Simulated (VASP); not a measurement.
Computed with PBEsol GGA, VASP's PBE PAW potentials (set 64) (plane waves; VASP 6.6.1).

A VASP calculation is set up with these files.

File KPOINTS:
```
Automatic mesh
0
Gamma
6 6 2
0 0 0
```

**POSCAR**
```
Cd4S3Se
1
    2.0863483355    -3.6136620554    -0.0000000000
    2.0863483355     3.6136620554    -0.0000000000
    0.0000000000    -0.0000000000    13.5596239485
Cd Se S
4 1 3
Direct
  0.6666670000   0.3333330000   0.2418124156
  0.3333330000   0.6666670000   0.9971085645
  0.6666670000   0.3333330000   0.7529069357
  0.3333330000   0.6666670000   0.5085666773
  0.6666670000   0.3333330000   0.4361922100
  0.3333330000   0.6666670000   0.1837544104
  0.6666670000   0.3333330000   0.9391201648
  0.3333330000   0.6666670000   0.6945386217
```

**INCAR**
```
SYSTEM = Cd4S3Se
PREC = Accurate; ENCUT = 400; LREAL = .FALSE.
LASPH = .TRUE.
EDIFF = 1E-6; NELM = 100; ALGO = Normal
LMAXMIX = 4
ISMEAR = 0; SIGMA = 0.05
GGA = PS
IBRION = 2; NSW = 60; ISIF = 3
EDIFFG = -0.02
LWAVE = .FALSE.; LCHARG = .FALSE.
```

POTCAR, in this order: Cd Se S (PBE.64 set). Program: vasp_std.

What VASP printed:

### OSZICAR
```
       N       E                     dE             d eps       ncg     rms          rms(c)
DAV:   1     0.449010543535E+03    0.44901E+03   -0.30476E+04  1228   0.125E+03
DAV:   2     0.571008237649E+00   -0.44844E+03   -0.43869E+03  1337   0.341E+02
DAV:   3    -0.280693957677E+02   -0.28640E+02   -0.28512E+02  1404   0.848E+01
DAV:   4    -0.284509509044E+02   -0.38156E+00   -0.38106E+00  1373   0.938E+00
DAV:   5    -0.284574864742E+02   -0.65356E-02   -0.65333E-02  1431   0.120E+00    0.154E+01
DAV:   6    -0.266304597837E+02    0.18270E+01   -0.45693E+00  1493   0.173E+01    0.119E+01
DAV:   7    -0.266076838260E+02    0.22776E-01   -0.19598E+00  1330   0.598E+00    0.383E+00
DAV:   8    -0.265694622029E+02    0.38222E-01   -0.36943E-01  1417   0.456E+00    0.927E-01
DAV:   9    -0.265691826633E+02    0.27954E-03   -0.42379E-02  1327   0.193E+00    0.274E-01
DAV:  10    -0.265688177708E+02    0.36489E-03   -0.25525E-03  1388   0.465E-01    0.116E-01
DAV:  11    -0.265689901743E+02   -0.17240E-03   -0.58703E-04  1348   0.131E-01    0.703E-02
DAV:  12    -0.265690304753E+02   -0.40301E-04   -0.71033E-05  1359   0.632E-02    0.196E-02
DAV:  13    -0.265690347437E+02   -0.42684E-05   -0.53848E-06  1399   0.150E-02    0.104E-02
DAV:  14    -0.265690392049E+02   -0.44612E-05   -0.61632E-06  1102   0.124E-02    0.707E-03
DAV:  15    -0.265690391856E+02    0.19267E-07   -0.30879E-07   800   0.349E-03
   1 F= -.26569039E+02 E0= -.26569039E+02  d E =-.265690E+02
       N       E                     dE             d eps       ncg     rms          rms(c)
DAV:   1    -0.265715875867E+02   -0.25484E-02   -0.98991E-02  1246   0.202E+00    0.358E-01
DAV:   2    -0.265696181555E+02    0.19694E-02   -0.61191E-03  1335   0.697E-01    0.134E-01
DAV:   3    -0.265693289477E+02    0.28921E-03   -0.62397E-04  1354   0.150E-01    0.106E-01
DAV:   4    -0.265692551659E+02    0.73782E-04   -0.10806E-04  1324   0.647E-02    0.226E-02
DAV:   5    -0.265692488257E+02    0.63402E-05   -0.39382E-05  1424   0.513E-02    0.128E-02
DAV:   6    -0.265692496794E+02   -0.85371E-06   -0.44351E-06  1182   0.147E-02
   2 F= -.26569250E+02 E0= -.26569250E+02  d E =-.210494E-03
```

OUTCAR:
```
------------------------ aborting loop because EDIFF is reached ----------------------------------------
  FORCE on cell =-STRESS in cart. coord.  units (eV):
  Direction    XX          YY          ZZ          XY          YZ          ZX
  --------------------------------------------------------------------------------------
  Total        0.0353835      0.0353835      0.0567228      0.0000000     -0.0000000      0.0000000
  in kB        0.2777143      0.2777144      0.4452008      0.0000000     -0.0000000      0.0000000
  external PRESSURE =       0.3335432 kB  Pullay stress =       0.0000000 kB
  volume of cell :      204.13
      direct lattice vectors                 reciprocal lattice vectors
     2.084280738 -3.610080870  0.000000000     0.239890909 -0.138501052 -0.000000000
     2.084280738  3.610080870 -0.000000000     0.239890909  0.138501052  0.000000000
     0.000000000 -0.000000000 13.564678853     0.000000000  0.000000000  0.073720875
 POSITION                                       TOTAL-FORCE (eV/Angst)
 -----------------------------------------------------------------------------------
      2.08428     -1.20336      3.28026        -0.000000     -0.000000      0.012319
      2.08428      1.20336     13.52611         0.000000     -0.000000      0.017323
      2.08428     -1.20336     10.21145        -0.000000     -0.000000     -0.006499
      2.08428      1.20336      6.89837         0.000000      0.000000      0.010123
      2.08428     -1.20336      5.91719         0.000000     -0.000000     -0.007061
      2.08428      1.20336      2.49226        -0.000000     -0.000000     -0.007924
      2.08428     -1.20336     12.73968        -0.000000     -0.000000     -0.005422
      2.08428      1.20336      9.42117         0.000000      0.000000     -0.012860
 -----------------------------------------------------------------------------------
    total drift:                                0.000000     -0.000431     -0.000274
  FREE ENERGIE OF THE ION-ELECTRON SYSTEM (eV)
  ---------------------------------------------------
  free  energy   TOTEN  =       -26.5692496794 eV

  energy  without entropy=      -26.5692496794  energy(sigma->0) =      -26.56924968

 reached required accuracy - stopping structural energy minimisation
```
(Selected blocks of OUTCAR.)

CONTCAR:
```
Cd4S3Se
   1.00000000000000
     2.0842807382976822   -3.6100808698077613    0.0000000000000000
     2.0842807382976822    3.6100808698077613   -0.0000000000000000
     0.0000000000000000   -0.0000000000000000   13.5646788533856419
  Cd              Se              S
     4     1     3
Direct
     0.6666669999999968    0.3333330000000032    0.2418233201687224
     0.3333330000000032    0.6666669999999968    0.9971565799299563
     0.6666669999999968    0.3333330000000032    0.7527969446761129
     0.3333330000000032    0.6666669999999968    0.5085540693857907
     0.6666669999999968    0.3333330000000032    0.4362204210599246
     0.3333330000000032    0.6666669999999968    0.1837314747429862
     0.6666669999999968    0.3333330000000032    0.9391801548946643
     0.3333330000000032    0.6666669999999968    0.6945370351418473
```

The structure was generated: Cd4S3Se was put into an ordered model structure (P3m1), which need not be its known phase. This run relaxes it. Symmetry was kept, so distortions that lower it aren't found. The start is the result of an earlier pass.
